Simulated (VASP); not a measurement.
A convergence study with VASP on CsCl (CsCl type): a few settings are varied, all else stays as given below, so the limit is that of these other settings.

```xyz
2
Lattice="4.1200 0.0000 0.0000 0.0000 4.1200 0.0000 0.0000 0.0000 4.1200" Properties=species:S:1:pos:R:3 pbc="T T T"
Cs     0.0000     0.0000     0.0000
Cl     2.0600     2.0600     2.0600
```

Computed with HSE06 screened hybrid, VASP's PBE PAW potentials (set 64) (plane waves; VASP). The last row used: 400 eV cut-off, 4×4×4 Γ-centred mesh, Gaussian smearing of 0.050 eV, potentials Cs_sv Cl.

Unless said otherwise, spin-orbit coupling is left out, though it shifts the bands of the heavy elements here. Gaps are read on the run's mesh, which can miss a band edge.

| setting | E (eV/atom) | pressure (GPa) | gap on the mesh (eV) | electronic steps |
|---|---|---|---|---|
| ENCUT = 300, PRECFOCK = Fast | -3.8181 | 0.52 | 6.609 | 20 |
| ENCUT = 520, PRECFOCK = Fast | -3.8180 | 0.70 | 6.612 | 20 |
| ENCUT = 300, PRECFOCK = Normal | -3.8186 | 0.51 | 6.609 | 20 |
| ENCUT = 400, PRECFOCK = Normal | -3.8193 | 0.68 | 6.610 | 20 |
| ENCUT = 520, PRECFOCK = Normal | -3.8185 | 0.69 | 6.612 | 20 |
| ENCUT = 300, PRECFOCK = Accurate | -3.8186 | 0.51 | 6.609 | 20 |
| ENCUT = 400, PRECFOCK = Accurate | -3.8193 | 0.69 | 6.610 | 20 |

Left out are rungs that failed or repeat a setting and relaxations that didn't move; long series are thinned to 24 rows.

The compound is CsCl in the CsCl type structure. The cell was not relaxed at this level.
